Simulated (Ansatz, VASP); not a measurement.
**Two plane-wave programs on SrMg6Ni**

File INCAR:

```
SYSTEM = SrMg6Ni
  PREC = Accurate
  ENCUT = 520
  EDIFF = 1E-7
  ISMEAR = -1
  SIGMA = 0.02
  LREAL = .FALSE.
  LASPH = .TRUE.
  NELM = 120
  ALGO = Normal
  ISIF = 2
  LWAVE = .FALSE.
  LCHARG = .FALSE.
  ISPIN = 2
  MAGMOM = 0 1 0 0 0 0 0 0
  LORBIT = 11
  LMAXMIX = 4
  GGA = CA
  LHYPERFINE = .TRUE.
```

KPOINTS

```
regular mesh
0
G
  6 5 5
  0 0 0
```

Contents of POSCAR:

```
SrMg6Ni
1.0
    4.4852480000      0.0000000000      0.0000000000
    0.0000000000      3.1281750000      7.1187980000
    0.0000000000     -3.1281750000      7.1187980000
Sr Ni Mg
1 1 6
Direct
    0.5000000000      0.7182430000      0.7182430000
    0.0000000000      0.8957990000      0.8957990000
    0.5000000000      0.1335570000      0.1335570000
    0.5000000000      0.1652130000      0.6793490000
    0.5000000000      0.6793490000      0.1652130000
    0.0000000000      0.3051920000      0.3051920000
    0.0000000000      0.3049440000      0.7977040000
    0.0000000000      0.7977040000      0.3049440000
```

The input input.yaml:

```yaml
crystal:
  lattice:
    - [4.485248, 0.0, 0.0]
    - [0.0, 3.128175, 7.118798]
    - [0.0, -3.128175, 7.118798]
  atoms:
    - { symbol: Sr, position: [0.5, 0.718243, 0.718243] }
    - { symbol: Ni, position: [0.0, 0.895799, 0.895799], spin: 1.0 }
    - { symbol: Mg, position: [0.5, 0.133557, 0.133557] }
    - { symbol: Mg, position: [0.5, 0.165213, 0.679349] }
    - { symbol: Mg, position: [0.5, 0.679349, 0.165213] }
    - { symbol: Mg, position: [0.0, 0.305192, 0.305192] }
    - { symbol: Mg, position: [0.0, 0.304944, 0.797704] }
    - { symbol: Mg, position: [0.0, 0.797704, 0.304944] }
hamiltonian:
  xc: lda
  pseudopotentials: { kind: paw }
magnetization:
  spin_polarized: true
kpoints:
  mp_grid: { grid: [6, 5, 5] }
scf:
  occupations: { method: fermi_dirac, width: 0.02 }
output:
  forces: true
  stress: true
  eigenvalues: true
```

The cell comes from a database or a generator and needn't be the stable form of this composition.

Alike in both runs: functional LDA; k mesh 6 × 5 × 5; occupations fermi-dirac, width 0.02 eV; collinear spin, ferromagnetic start.

```csv
,VASP,Ansatz
version,VASP 6.6.1,Ansatz 0.2.0
potentials or method,"VASP PAW LDA potentials, release 64 (Sr_sv, Ni, Mg)",Ansatz PAW
plane-wave cutoff (eV),520,420
valence electrons in the cell,32,88
task,hyperfine couplings,single point
```

```csv
,VASP,Ansatz,Ansatz less VASP
gap on the k mesh at the Fermi level (eV),none,none,-
pressure (GPa),-2.9,-2.7,+0.27
largest component of the traceless stress (GPa),0.27,0.24,-0.030
rms of the force components (eV/Å),0.085,0.085,-0.0001
net moment per atom (μB),0.00,0.00,0.000
```

Atom by atom the forces differ by 0.009 eV/Å (rms over components). A gap of «none» marks a metal or a gap that the smearing closes. The two sets of potentials don't hold the same shells in valence.

Caveats: the PAW data sets come from PBE, with cores solved anew for the run's functional, which leaves a small shift of forces and pressure (Ansatz); the starting moments weren't kept (Ansatz).
